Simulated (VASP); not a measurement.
SnTe (rock salt): the lattice constant a from VASP (plane waves, PAW) at several levels of theory. Static lattice. The measured value holds thermal and zero-point effects that the static calculation lacks.

| level | lattice constant a (Å) | error against measurement |
|---|---|---|
| LDA | 6.235 | -1.3 % |
| PBE | 6.407 | +1.4 % |
| PBEsol | 6.286 | -0.5 % |
| RPBE | 6.482 | +2.6 % |
| AM05 | 6.300 | -0.3 % |
| PBE-D3(BJ) | 6.306 | -0.2 % |
| PBE-D4 | 6.304 | -0.2 % |
| optB88-vdW | 6.414 | +1.6 % |
| rev-vdW-DF2 | 6.370 | +0.8 % |
| revTPSS | 6.336 | +0.3 % |
| SCAN | 6.343 | +0.4 % |
| r2SCAN | 6.371 | +0.9 % |
| r2SCAN+rVV10 | 6.338 | +0.3 % |

Measured: 6.316 Å (as given by Ayanesh Maiti et al., Applied Physics Letters (2022), arXiv:2109.01420).

The cell of the LDA run:

```
SnTe
1.0
    0.00000     3.11772     3.11772
    3.11772     0.00000     3.11772
    3.11772     3.11772     0.00000
Sn Te
1 1
Direct
  0.00000   0.00000   0.00000
  0.50000   0.50000   0.50000
```

Only levels that ran to the end are used. Left out are those held back, those with too coarse a band path, GW runs whose mesh misses a band edge, hybrids' fits of cells that aren't cubic and levels without matching references; a question may draw on a part of the rest.

The compound is SnTe in the rock salt structure, which distorts at low temperature.
